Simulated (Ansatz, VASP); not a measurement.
# Cross-check of SiO2 (Cristobalite) between VASP and Ansatz

Wanted: the spread between two codes on one cell, functional and k mesh. The cell is taken from a series of runs on this material, whose earlier steps may have relaxed, scaled, displaced or heated it; both programs get it as it stands.

Program: Ansatz 0.2.0. Level of theory: plane waves, with VASP 6.6.1 beside it; zone-centre phonons at LDA. Results are calculated unless marked as measured.

### Step 1. The structure

It takes space group P4_12_12 (No. 92, tetragonal). Conventional cell: a = 4.914 Å, b = 4.914 Å, c = 6.811 Å, α = 90.00°, β = 90.00°, γ = 90.00°. Nearest to O lie 2 Si at 1.61 Å. Nearest to Si lie 4 O at 1.61 Å. Farther neighbours and most contacts between anions are not listed.

Structure file:

```xyz
12
Lattice="4.9142 0.0000 0.0000 0.0000 4.9142 0.0000 0.0000 0.0000 6.8113" Properties=species:S:1:pos:R:3 pbc="T T T"
O     1.1591    0.5901    1.2710
O     1.8670    3.6162    2.9738
O     3.7551    4.3241    4.6767
O     3.0472    1.2980    6.3795
O     3.6162    1.8670    3.8375
O     4.3241    3.7551    2.1347
O     1.2980    3.0472    0.4318
O     0.5901    1.1591    5.5403
Si    1.5126    1.5126    0.0000
Si    0.9445    3.9697    1.7028
Si    3.4016    3.4016    3.4057
Si    3.9697    0.9445    5.1085
```

### Step 2. VASP: zone-centre phonons, LDA

Second derivatives magnify differences that forces hide, and they need a tight electronic threshold.

Lines of VASP's logs that name or quote its potential files are left out, and so is its time.

Contents of INCAR:

```
SYSTEM = SiO2
PREC = Accurate
ENCUT = 600
EDIFF = 1E-08
NELM = 120
ISMEAR = 0
SIGMA = 0.01
LREAL = .FALSE.
ALGO = Normal
GGA = PW92
NBANDS = 44
LORBIT = 11
LWAVE = .FALSE.
LCHARG = .FALSE.
ISIF = 2
IBRION = 8
LEPSILON = .TRUE.
LASPH = .TRUE.
GGA_COMPAT = .FALSE.
EFERMI = MIDGAP
KPAR = 2
```

Contents of POSCAR:

```
SiO2
1.0
    4.9142039689      0.0000000000      0.0000000000
    0.0000000000      4.9142039689      0.0000000000
    0.0000000000      0.0000000000      6.8113113284
O Si
8 4
Direct
    0.2358658420      0.1200737353      0.1866019653
    0.3799262647      0.7358658420      0.4366019653
    0.7641341580      0.8799262647      0.6866019653
    0.6200737353      0.2641341580      0.9366019653
    0.7358658420      0.3799262647      0.5633980347
    0.8799262647      0.7641341580      0.3133980347
    0.2641341580      0.6200737353      0.0633980347
    0.1200737353      0.2358658420      0.8133980347
    0.3077949954      0.3077949954      0.0000000000
    0.1922050046      0.8077949954      0.2500000000
    0.6922050046      0.6922050046      0.5000000000
    0.8077949954      0.1922050046      0.7500000000
```

Contents of KPOINTS:

```
Automatic mesh
0
Gamma
4 4 4
0 0 0
```

Potentials, in the order of the species: O and Si (LDA family, release 64).

On the command line:

```bash
> mpirun -np 2 vasp_std
```

Numbers of over 12 decimals in the logs are rounded to 6 here.

Log:

```text
[banner, memory and clock lines left out]
running    2 mpi-ranks, on    1 nodes
 distrk:  each k-point on    1 cores,    2 groups
 distr:  one band on    1 cores,    1 groups

 POSCAR found type information on POSCAR O Si
 POSCAR found :  2 types and      12 ions
|                                                                             |
|               ----> ADVICE to this user running VASP <----                  |
|                                                                             |
|     You enforced a specific xc type in the INCAR file but a different       |
|     [... a line on the potential file left out ...]
|     I HOPE YOU KNOW WHAT YOU ARE DOING!                                     |
|                                                                             |

 LDA part: xc-table for (Slater(with rela. corr.)+PW92), standard interpolation
 POSCAR, INCAR and KPOINTS ok, starting setup
 FFT: planning ... GRIDC
 FFT: planning ... GRID_SOFT
 FFT: planning ... GRID
 WAVECAR not read
 entering main loop
       N       E                     dE             d eps       ncg     rms          rms(c)
DAV:   1     0.412152351215E+03    0.41215E+03   -0.36038E+04  1584   0.150E+03
DAV:   2    -0.862015779356E+02   -0.49835E+03   -0.48301E+03  2036   0.324E+02
DAV:   3    -0.116982526129E+03   -0.30781E+02   -0.30635E+02  1952   0.847E+01
DAV:   4    -0.117382432421E+03   -0.39991E+00   -0.39919E+00  1984   0.106E+01
DAV:   5    -0.117389350980E+03   -0.69186E-02   -0.69149E-02  1940   0.138E+00    0.302E+01
DAV:   6    -0.104249573942E+03    0.13140E+02   -0.50544E+01  1836   0.327E+01    0.151E+01
DAV:   7    -0.104031492848E+03    0.21808E+00   -0.14123E+00  1864   0.509E+00    0.523E+00
DAV:   8    -0.103912285760E+03    0.11921E+00   -0.76874E-02  1936   0.167E+00    0.201E+00
DAV:   9    -0.103892245213E+03    0.20041E-01   -0.28778E-02  1984   0.104E+00    0.303E-01
DAV:  10    -0.103893066387E+03   -0.82117E-03   -0.32463E-03  1876   0.280E-01    0.112E-01
DAV:  11    -0.103892997336E+03    0.69051E-04   -0.77148E-04  1900   0.146E-01    0.180E-02
DAV:  12    -0.103893000577E+03   -0.32410E-05   -0.21350E-05  1848   0.214E-02    0.877E-03
DAV:  13    -0.103893000965E+03   -0.38832E-06   -0.65084E-06  1884   0.120E-02    0.380E-03
DAV:  14    -0.103893001134E+03   -0.16938E-06   -0.18373E-07  1952   0.228E-03    0.832E-04
DAV:  15    -0.103893001148E+03   -0.13712E-07   -0.14642E-08  1292   0.630E-04    0.375E-04
DAV:  16    -0.103893001147E+03    0.11014E-08   -0.32314E-09  1148   0.318E-04
   1 F= -.10389300E+03 E0= -.10389300E+03  d E =0.000000E+00
 Linear response reoptimize wavefunctions to high precision
DAV:   1    -0.103893001147E+03    0.99135E-10   -0.34133E-09  1068   0.290E-04
DAV:   2    -0.103893001147E+03   -0.21646E-09   -0.34177E-10  1008   0.952E-05
DAV:   3    -0.103893001147E+03    0.23829E-09   -0.56888E-11   984   0.381E-05
 Linear response G [H, r] |phi>, progress :
  Direction:   1
       N       E                     dE             d eps       ncg     rms
RMM:   1    -0.243735388534E+03   -0.24374E+03    0.22533E+02  3655   0.963E+01
RMM:   2    -0.226713921829E+03    0.17021E+02   -0.14992E+01  2732   0.187E+01
RMM:   3    -0.226842383350E+03   -0.12846E+00   -0.29174E-01  2849   0.234E+00
RMM:   4    -0.226847563237E+03   -0.51799E-02   -0.77099E-03  2982   0.377E-01
RMM:   5    -0.226847692636E+03   -0.12940E-03   -0.38463E-04  3004   0.693E-02
RMM:   6    -0.226847695623E+03   -0.29872E-05   -0.34909E-05  3035   0.150E-02
RMM:   7    -0.226847699372E+03   -0.37483E-05   -0.59420E-05  3081   0.575E-03
RMM:   8    -0.226847698424E+03    0.94734E-06   -0.47892E-05  3069   0.411E-03
RMM:   9    -0.226847699010E+03   -0.58565E-06   -0.57324E-05  2956   0.387E-03
RMM:  10    -0.226847699103E+03   -0.92910E-07   -0.88117E-05  2823   0.384E-03
RMM:  11    -0.226847699333E+03   -0.23032E-06   -0.26540E-04  2760   0.386E-03
 Linear response G [H, r] |phi>, progress :
  Direction:   2
       N       E                     dE             d eps       ncg     rms
RMM:   1    -0.241585949287E+03   -0.24159E+03    0.24483E+02  3574   0.961E+01
RMM:   2    -0.232260951869E+03    0.93250E+01   -0.13145E+01  2737   0.180E+01
RMM:   3    -0.232375920391E+03   -0.11497E+00   -0.23653E-01  2840   0.217E+00
RMM:   4    -0.232380546364E+03   -0.46260E-02   -0.66378E-03  2956   0.356E-01
RMM:   5    -0.232380655782E+03   -0.10942E-03   -0.29502E-04  2997   0.635E-02
RMM:   6    -0.232380655682E+03    0.10003E-06    0.21310E-05  3029   0.134E-02
RMM:   7    -0.232380657484E+03   -0.18020E-05    0.14375E-05  3084   0.503E-03
RMM:   8    -0.232380655494E+03    0.19897E-05    0.26417E-05  3079   0.361E-03
RMM:   9    -0.232380655784E+03   -0.29010E-06    0.73012E-05  2920   0.340E-03
RMM:  10    -0.232380656476E+03   -0.69209E-06    0.20628E-05  2804   0.338E-03
[...]
RMM:  10    -0.645800724837E+00    0.89961E-05    0.56026E-06  3015   0.673E-04    0.504E-04
RMM:  11    -0.645806356323E+00   -0.56315E-05    0.88224E-06  3006   0.632E-04    0.561E-05
RMM:  12    -0.645806361763E+00   -0.54394E-08    0.77341E-06  2602   0.225E-04    0.249E-05
RMM:  13    -0.645806579984E+00   -0.21822E-06    0.66513E-06  2089   0.190E-04    0.105E-05
RMM:  14    -0.645806750908E+00   -0.17092E-06    0.46059E-06  1937   0.187E-04    0.272E-06
[...]
RMM:  12    -0.370510182162E+00   -0.14270E-06   -0.10733E-07  6051   0.856E-05    0.553E-06
RMM:  13    -0.370510150497E+00    0.31665E-07   -0.90292E-08  6264   0.785E-05    0.250E-06
RMM:  14    -0.370510168024E+00   -0.17527E-07   -0.10719E-07  6147   0.771E-05    0.112E-06
RMM:  15    -0.370510157479E+00    0.10545E-07   -0.90900E-08  6123   0.760E-05    0.468E-07
RMM:  16    -0.370510159522E+00   -0.20431E-08   -0.58114E-08  5930   0.755E-05    0.220E-07
 first order change of Fermi-energy  -0.13534E+00
 force on displaced ion       1 direction 2 :  -7.852 -42.359  21.862
 Born effective charge ion    1 direction 2 :  -0.171  -2.254   0.741
 Linear response progress:
  Degree of freedom:   3/  5
       N       E                     dE             d eps       ncg     rms          rms(c)
RMM:   1    -0.377700082138E+00   -0.37770E+00    0.34864E-01  6283   0.269E+00
RMM:   2    -0.368504506136E+00    0.91956E-02   -0.10463E-02  5313   0.447E-01    0.309E-01
RMM:   3    -0.368963679156E+00   -0.45917E-03   -0.25342E-03  5705   0.197E-01    0.165E-01
RMM:   4    -0.370540818547E+00   -0.15771E-02   -0.12212E-03  5464   0.141E-01    0.465E-02
RMM:   5    -0.370763069747E+00   -0.22225E-03   -0.75058E-05  5958   0.353E-02    0.203E-02
RMM:   6    -0.370595583596E+00    0.16749E-03   -0.32428E-05  5936   0.170E-02    0.358E-03
RMM:   7    -0.370638356568E+00   -0.42773E-04    0.48472E-06  6020   0.445E-03    0.160E-03
RMM:   8    -0.370628754192E+00    0.96024E-05    0.64721E-07  6033   0.150E-03    0.580E-04
RMM:   9    -0.370625250075E+00    0.35041E-05   -0.31221E-07  5967   0.537E-04    0.309E-04
RMM:  10    -0.370626672420E+00   -0.14223E-05    0.37488E-07  5976   0.337E-04    0.690E-05
RMM:  11    -0.370626696177E+00   -0.23757E-07    0.28778E-07  6008   0.141E-04    0.292E-05
RMM:  12    -0.370626815748E+00   -0.11957E-06    0.26612E-07  6063   0.105E-04    0.865E-06
RMM:  13    -0.370626795589E+00    0.20159E-07    0.26895E-07  6272   0.901E-05    0.302E-06
RMM:  14    -0.370626806373E+00   -0.10784E-07    0.29851E-07  6206   0.875E-05    0.102E-06
RMM:  15    -0.370626798092E+00    0.82818E-08    0.26332E-07  6175   0.864E-05    0.607E-07
RMM:  16    -0.370626801939E+00   -0.38479E-08    0.20184E-07  6061   0.859E-05    0.215E-07
RMM:  17    -0.370626801439E+00    0.50052E-09    0.18209E-07  6094   0.855E-05    0.105E-07
RMM:  18    -0.370626801944E+00   -0.50538E-09    0.12158E-07  6169   0.853E-05    0.722E-08
 first order change of Fermi-energy  -0.55347E-01
 force on displaced ion       1 direction 3 :   6.534  21.870 -26.572
 Born effective charge ion    1 direction 3 :   0.076   0.743  -1.624
 Linear response progress:
  Degree of freedom:   4/  5
       N       E                     dE             d eps       ncg     rms          rms(c)
RMM:   1    -0.491670946632E-01   -0.49167E-01   -0.29026E-02  9312   0.135E+00
RMM:   2    -0.258313298888E-01    0.23336E-01   -0.44490E-03  5591   0.397E-01    0.280E-01
RMM:   3    -0.252745556247E-01    0.55677E-03   -0.13093E-03  5842   0.124E-01    0.154E-01
RMM:   4    -0.249289277111E-01    0.34563E-03   -0.87258E-04  5978   0.770E-02    0.339E-02
RMM:   5    -0.248637406120E-01    0.65187E-04   -0.21124E-04  5970   0.196E-02    0.976E-03
RMM:   6    -0.248291817891E-01    0.34559E-04   -0.50617E-05  5899   0.111E-02    0.235E-03
RMM:   7    -0.248251842527E-01    0.39975E-05    0.10153E-05  6001   0.281E-03    0.124E-03
RMM:   8    -0.248286540196E-01   -0.34698E-05   -0.40605E-06  5937   0.128E-03    0.275E-04
RMM:   9    -0.248285048640E-01    0.14916E-06   -0.16989E-06  5991   0.289E-04    0.170E-04
RMM:  10    -0.248284197789E-01    0.85085E-07    0.55255E-07  5970   0.184E-04    0.427E-05
RMM:  11    -0.248285272482E-01   -0.10747E-06   -0.53839E-07  5994   0.696E-05    0.166E-05
RMM:  12    -0.248284765388E-01    0.50709E-07   -0.26995E-07  6075   0.393E-05    0.635E-06
RMM:  13    -0.248284752331E-01    0.13057E-08   -0.30311E-07  6222   0.290E-05    0.247E-06
RMM:  14    -0.248284686352E-01    0.65979E-08   -0.11415E-07  6046   0.274E-05    0.632E-07
RMM:  15    -0.248284791192E-01   -0.10484E-07   -0.15001E-07  5784   0.263E-05    0.378E-07
RMM:  16    -0.248284743761E-01    0.47431E-08   -0.86021E-08  5676   0.261E-05    0.166E-07
 first order change of Fermi-energy   0.52637E-01
 force on displaced ion       9 direction 1 : -45.897   0.179   1.500
 Born effective charge ion    9 direction 1 :   3.314   0.025  -0.357
 Linear response progress:
  Degree of freedom:   5/  5
       N       E                     dE             d eps       ncg     rms          rms(c)
RMM:   1    -0.551379466561E-01   -0.55138E-01   -0.60847E-02  9406   0.138E+00
RMM:   2    -0.278608002590E-01    0.27277E-01   -0.50689E-03  5576   0.415E-01    0.292E-01
RMM:   3    -0.269545186519E-01    0.90628E-03   -0.13537E-03  5886   0.131E-01    0.164E-01
RMM:   4    -0.264553806228E-01    0.49914E-03   -0.16669E-03  6040   0.983E-02    0.343E-02
RMM:   5    -0.263419306906E-01    0.11345E-03   -0.41755E-04  6013   0.246E-02    0.134E-02
RMM:   6    -0.262879015789E-01    0.54029E-04   -0.88646E-05  5927   0.160E-02    0.379E-03
RMM:   7    -0.262846944660E-01    0.32071E-05   -0.15222E-05  6027   0.445E-03    0.221E-03
RMM:   8    -0.262882871833E-01   -0.35927E-05   -0.15413E-05  5989   0.223E-03    0.436E-04
RMM:   9    -0.262873272042E-01    0.95998E-06   -0.44873E-06  6001   0.448E-04    0.252E-04
RMM:  10    -0.262877474358E-01   -0.42023E-06   -0.51818E-06  5942   0.226E-04    0.615E-05
RMM:  11    -0.262877230600E-01    0.24376E-07   -0.47945E-06  6054   0.743E-05    0.255E-05
RMM:  12    -0.262876111511E-01    0.11191E-06   -0.43626E-06  6075   0.460E-05    0.110E-05
RMM:  13    -0.262875949105E-01    0.16241E-07   -0.43009E-06  6057   0.315E-05    0.384E-06
RMM:  14    -0.262875215144E-01    0.73396E-07   -0.35086E-06  6045   0.269E-05    0.143E-06
RMM:  15    -0.262874826646E-01    0.38850E-07   -0.30295E-06  6066   0.255E-05    0.762E-07
RMM:  16    -0.262874248247E-01    0.57840E-07   -0.24162E-06  5721   0.248E-05    0.204E-07
RMM:  17    -0.262874161794E-01    0.86453E-08   -0.22934E-06  5708   0.245E-05    0.119E-07
RMM:  18    -0.262873842569E-01    0.31923E-07   -0.19640E-06  5702   0.244E-05    0.394E-08
 first order change of Fermi-energy   0.10543E-05
 force on displaced ion       9 direction 3 :   1.535  -1.536 -50.863
 Born effective charge ion    9 direction 3 :   0.180  -0.180   3.248
 Born effective charges drift removed
 Linear response finished
```

[end of part 1 of 3]

[Lines on the potential files, build, host, timing and source positions are cut from VASP's logs without a mark.]

[Logs are printed without paths, hosts, clocks, repeated set-up lines and the standing remarks that a program may print on its own settings, such as how far it seeks lower states.]

[Hosts, paths, dates, database ids (printed as entryN), source tags and the programs' standing remarks are cut or masked in the printed files.]
